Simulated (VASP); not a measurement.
Runs of VASP 6.6.1 on FCClBr2. The cell holds a molecule in a box, 5 atoms: a = 12.000 Å, b = 12.000 Å, c = 12.000 Å, α = 90.00°, β = 90.00°, γ = 90.00°. 

```tsv
task	level	potentials or basis	cutoff (eV)	grid for exact exchange (PRECFOCK)	exchange at q = 0	screening parameter	gap on the mesh (eV)	largest force (eV/Å)
electron localisation function	PBE	VASP PAW PBE potentials, release 64 (F, C, Cl, Br)	520	-	-	-	4.13	1.23
single point	PBE0	VASP PAW PBE potentials, release 64 (F_s, C_s, Cl, Br)	400	Normal	truncated	-	6.39	1.83
single point	PBE	VASP PAW PBE potentials, release 64 (F, C, Cl, Br)	520	-	-	-	4.13	1.23
single point	HSE06+TS	VASP PAW PBE potentials, release 64 (F, C, Cl, Br)	520	Normal	-	0.2 1/A	5.63	0.55
atomic charges	PBE+TS	VASP PAW PBE potentials, release 64 (F, C, Cl, Br)	520	-	-	-	4.13	(a)
single point	HSE06	VASP PAW PBE potentials, release 64 (F, C, Cl, Br)	520	Fast	-	0.2 1/A	5.63	0.55
single point	PBE+D3(BJ)	VASP PAW PBE potentials, release 64 (F, C, Cl, Br)	520	-	-	-	4.13	1.23
```

Alike in all rows: no spin polarisation; cell as given; k mesh 1 × 1 × 1; smearing gaussian 0.01 eV.

**Question.** Estimate the missing entries.

**Answer.** (a) 1.24.

Caveats: the PAW data sets were made with another functional, which shifts forces and pressure a little (some runs).

A k mesh can miss the band edges, and the runs leave out spin-orbit coupling on Br.

Not every run made on this cell is shown here.
